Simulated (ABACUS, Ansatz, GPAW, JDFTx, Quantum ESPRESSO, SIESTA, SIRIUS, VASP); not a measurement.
SrCl2: 9 runs at one level of theory

```
Sr Cl
1.0
     0.00000    3.48835    3.48835
     3.48835    0.00000    3.48835
     3.48835    3.48835    0.00000
Sr Cl
1 2
Direct
  0.00000 0.00000 0.00000
  0.75000 0.75000 0.75000
  0.25000 0.25000 0.25000
```

Alike in all runs: task equation of state; functional PBEsol; k mesh 7 × 7 × 7; occupations fermi-dirac, width 0.05 eV; no spin polarisation; no spin-orbit coupling.

```tsv
program and potentials	plane-wave cutoff (eV)	notes	equilibrium volume (Å³/atom)	bulk modulus (GPa)
Ansatz, Ansatz PAW	420	potentials made for PBE, which Ansatz adapts in part	27.47	38.1
GPAW, PAW data sets generated for this functional	600	-	27.60	38.2
ABACUS, PseudoDojo NC SR 0.4.1 PBEsol standard, plane waves	925	-	27.46	38.1
JDFTx, PseudoDojo-SR-PBEsol-0.4.1-standard with smoothed tails	925	-	27.46	38.1
SIESTA, files PseudoDojo sr-pbesol-0.4.1-standard, DZP (energy shift 0.003 Ry; two zetas on semicore shells; d shell added on Sr)	-	atomic basis	27.67	40.0
Quantum ESPRESSO, GBRV 1.5 PBEsol	612	-	27.46	38.1
VASP, PBE PAW files Cl, Sr_sv, 520 eV	520	potentials made for PBE	27.61	38.1
Ansatz, all-electron LAPW, scalar-relativistic	-	-	27.47	38.1
SIRIUS, all-electron FP-LAPW, apw+lo standard	-	-	27.48	38.5
```

The equilibrium volume spans 27.46 (ABACUS, PseudoDojo NC SR 0.4.1 PBEsol standard, plane waves) to 27.67 Å³/atom (SIESTA, files PseudoDojo sr-pbesol-0.4.1-standard, DZP (energy shift 0.003 Ry; two zetas on semicore shells; d shell added on Sr)), with all-electron results at 27.47 to 27.48. The bulk modulus spans 38.1 (VASP, PBE PAW files Cl, Sr_sv, 520 eV) to 40.0 GPa (SIESTA, files PseudoDojo sr-pbesol-0.4.1-standard, DZP (energy shift 0.003 Ry; two zetas on semicore shells; d shell added on Sr)), with all-electron results at 38.1 to 38.5. Rows in atomic bases carry the error of their basis and grid, which can be large.

The functional is the same throughout but for its coding, so the spread measures potentials, basis and numerics; runs on potential files found faulty are left out.
